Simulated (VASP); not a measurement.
Output of a VASP run:

**OSZICAR**
```
       N       E                     dE             d eps       ncg     rms          rms(c)
DAV:   1     0.106611522849E+03    0.10661E+03   -0.10590E+04  9310   0.949E+02
DAV:   2    -0.197888494849E+02   -0.12640E+03   -0.12457E+03 10659   0.262E+02
DAV:   3    -0.232839627711E+02   -0.34951E+01   -0.34739E+01  9298   0.416E+01
DAV:   4    -0.233279346978E+02   -0.43972E-01   -0.43918E-01 10129   0.459E+00
DAV:   5    -0.233285148170E+02   -0.58012E-03   -0.58008E-03  9524   0.486E-01    0.237E+01
DAV:   6    -0.222313799757E+02    0.10971E+01   -0.12451E+01  8686   0.232E+01    0.936E+00
DAV:   7    -0.219271862653E+02    0.30419E+00   -0.45245E+00  8648   0.131E+01    0.562E+00
DAV:   8    -0.218298212280E+02    0.97365E-01   -0.54216E-01  8454   0.498E+00    0.188E+00
DAV:   9    -0.218311920563E+02   -0.13708E-02   -0.25126E-02  9714   0.103E+00    0.595E-01
DAV:  10    -0.218298381575E+02    0.13539E-02   -0.12572E-02  8132   0.811E-01    0.182E-01
DAV:  11    -0.218298572248E+02   -0.19067E-04   -0.44732E-04  8297   0.160E-01    0.723E-02
DAV:  12    -0.218298420881E+02    0.15137E-04   -0.23698E-04  8655   0.106E-01    0.462E-02
DAV:  13    -0.218298701009E+02   -0.28013E-04   -0.62839E-05  8002   0.492E-02    0.127E-02
DAV:  14    -0.218298710122E+02   -0.91122E-06   -0.45102E-06  9795   0.134E-02
   1 F= -.21829871E+02 E0= -.21829871E+02  d E =-.557827-157
```

**OUTCAR**
```
------------------------ aborting loop because EDIFF is reached ----------------------------------------
  FORCE on cell =-STRESS in cart. coord.  units (eV):
  Direction    XX          YY          ZZ          XY          YZ          ZX
  --------------------------------------------------------------------------------------
  Total        0.1497163      0.1497162      0.6576367      0.0000000      0.0000000      0.0000000
  in kB        4.2141049      4.2141028     18.5106815      0.0000000      0.0000000      0.0000000
  external PRESSURE =       8.9796297 kB  Pullay stress =       0.0000000 kB
  volume of cell :       56.92
      direct lattice vectors                 reciprocal lattice vectors
     1.592150000  0.919228000  6.482100000     0.314040762  0.181311564  0.051423664
    -1.592150000  0.919228000  6.482100000    -0.314040762  0.181311564  0.051423664
     0.000000000 -1.838456000  6.482100000     0.000000000 -0.362623129  0.051423664
 POSITION                                       TOTAL-FORCE (eV/Angst)
 -----------------------------------------------------------------------------------
      0.00000      0.00000     19.44202         0.000000     -0.000000     -0.000484
      0.00000      0.00000      8.03010         0.000000      0.000000      0.156675
      0.00000      0.00000      4.92581         0.000000     -0.000000     -0.156191
 -----------------------------------------------------------------------------------
    total drift:                               -0.000000     -0.000007      0.000280
  FREE ENERGIE OF THE ION-ELECTRON SYSTEM (eV)
  ---------------------------------------------------
  free  energy   TOTEN  =       -21.8298710122 eV

  energy  without entropy=      -21.8298710122  energy(sigma->0) =      -21.82987101
```
(Selected blocks of OUTCAR.)

### POSCAR
```
MoS2
1
    1.5921500000     0.9192280000     6.4821000000
   -1.5921500000     0.9192280000     6.4821000000
    0.0000000000    -1.8384560000     6.4821000000
Mo S
1 2
Direct
  0.9997800000   0.9997800000   0.9997800000
  0.4129370000   0.4129370000   0.4129370000
  0.2533030000   0.2533030000   0.2533030000
```

Q: Write an INCAR and KPOINTS that could have produced this output.

A: Several could match; the one computed here: the input of the run itself, PBE GGA, plane waves, VASP's PBE PAW potentials (set 64).

### KPOINTS
```
K-points
0
Gamma
13 13 13
0.5 0.5 0.5
```

### INCAR
```
# general
SYSTEM  = MoS2
PREC    = Accurate
ENCUT   = 300   # plane-wave cut-off (eV)
LREAL   = F   # projection in real space or not
LASPH   = T   # aspherical one-centre terms

# electronic loop
EDIFF   = 1E-6   # SCF stop (eV)
NELM    = 100
ALGO    = Normal   # blocked Davidson
LMAXMIX = 4   # l cut-off of mixed one-centre charges

# smearing
ISMEAR  = 0   # Gaussian
SIGMA   = 0.01   # width (eV)

# functional
GGA     = PE

# ions
ISIF    = 2   # forces and stress, cell fixed

# output
LWAVE   = F
LCHARG  = F
```

POTCAR, in this order: Mo_sv S (PBE.64 set). Program: vasp_std.

At this cut-off the stress carries a Pulay error, which pulls relaxed volumes low.

The structure comes from a computed database's MoS2 entry; how it stands against other phases isn't given here. The cell was not relaxed at this level. The run is one of a series of settings (KPOINTS 13×13×13 Γ-centred mesh shifted by (0.5, 0.5, 0.5) against the base run), some of them coarse on purpose.
